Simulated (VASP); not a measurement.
A run of VASP 6.6.1:

The input INCAR:

```
ALGO = Normal ; EDIFF = 1E-7
EDIFFG = -0.01 ; ENCUT = 300
GGA = PE ; IBRION = 2
ISIF = 2 ; ISMEAR = 0
LASPH = T ; LCHARG = F
LREAL = F ; LWAVE = F
NELM = 80 ; NSW = 40
PREC = Accurate ; SIGMA = 0.03
```

KPOINTS

```
k-points
0
Gamma
  4 4 4
```

POSCAR

```
SrTiO3                                  
1.0
    3.8790041200      0.0000000000     -0.0000000000
    0.0000000000      3.8790041200      0.0000000000
   -0.0000000000      0.0000000000      3.8790041200
  Sr              Ti              O             
     1     1     3
Direct
     0.5000000000000000    0.5000000000000000    0.5000000000000000
     0.0000000000000000    0.0000000000000000    0.0000000000000000
     0.5000000000000000    0.0000000000000000    0.0000000000000000
     0.0000000000000000    0.5000000000000000    0.0000000000000000
     0.0000000000000000    0.0000000000000000    0.5000000000000000
```

Potentials or basis: VASP PAW PBE potentials, release 64 (Sr_sv, Ti_sv, O_s).

Launch:

```console
$ cat potpaw_PBE.64/Sr_sv/POTCAR potpaw_PBE.64/Ti_sv/POTCAR potpaw_PBE.64/O_s/POTCAR > POTCAR
$ mpirun -np 1 vasp_std > vasp.out
```

Hardware: 1 thread of Intel(R) Xeon(R) Platinum 8488C (Sapphire Rapids) (shared host).

How long does it take, and how much memory?

Run time: 7.7 s on 1 thread of Intel(R) Xeon(R) Platinum 8488C (Sapphire Rapids) (shared host), peak memory 0.13 GiB. Counts: scf iterations 17, k points 10, ion steps 1.
